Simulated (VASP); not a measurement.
Level of theory: PBE GGA with D3 dispersion (zero damping), VASP's PBE PAW potentials (set 64) (plane waves; VASP 6.6.1).

Input for VASP

**POSCAR**
```
Be
1
    1.1156894904    -1.9324307216     0.0000000000
    1.1156894904     1.9324307216    -0.0000000000
    0.0000000000     0.0000000000     3.5126567654
Be
2
Direct
  0.3333330000   0.6666670000   0.2500000000
  0.6666670000   0.3333330000   0.7500000000
```

**KPOINTS**
```
Automatic mesh
0
Gamma
17 17 9
0 0 0
```

**INCAR**
```
# general
SYSTEM  =  Be
PREC    =  Accurate
ENCUT   =  520
LREAL   =  .False.   # projection in real space or not
LASPH   =  .True.   # aspherical one-centre terms

# electronic loop
EDIFF   =  1E-6
NELM    =  100   # most electronic steps
ALGO    =  Normal   # blocked Davidson

# smearing
ISMEAR  =  1   # Methfessel-Paxton
SIGMA   =  0.1   # width (eV)

# functional
GGA     =  PE   # PBE
IVDW    =  11

# ions
IBRION  =  2
NSW     =  60   # most ionic steps
ISIF    =  3
EDIFFG  =  -0.01   # ionic stop

# output
LWAVE   =  .False.
LCHARG  =  .False.
```

POTCAR, in this order: Be (PBE.64 set). Program: vasp_std.

What does the run give for the energy per atom (σ→0), dispersion energy, volume per atom, band gap (on the k-mesh)?

- energy per atom (σ→0): -4.000 eV/atom
- dispersion energy: -0.482 eV
- band gap (on the k-mesh): none (metal, semimetal or under 0.01 eV)
- volume per atom: 7.58 Å³/atom

OSZICAR:
```
...
DAV:   8    -0.751674019343E+01    0.23690E-04   -0.14688E-05  2934   0.460E-02    0.106E-02
DAV:   9    -0.751673871648E+01    0.14769E-05   -0.30819E-06  2502   0.218E-02    0.978E-04
DAV:  10    -0.751673862606E+01    0.90422E-07   -0.34728E-09  1614   0.582E-04
   1 F= -.79990571E+01 E0= -.79991138E+01  d E =-.799906E+01
       N       E                     dE             d eps       ncg     rms          rms(c)
DAV:   1    -0.751737293584E+01   -0.63422E-03   -0.80573E-05  2658   0.855E-02    0.363E-03
DAV:   2    -0.751737243339E+01    0.50245E-06   -0.23426E-07  2244   0.493E-03
   2 F= -.79990706E+01 E0= -.79991295E+01  d E =-.135193E-04
```

The compound is Be in the hcp structure. This run relaxes it. Symmetry was kept, so distortions that lower it aren't found. The start is the result of an earlier pass.
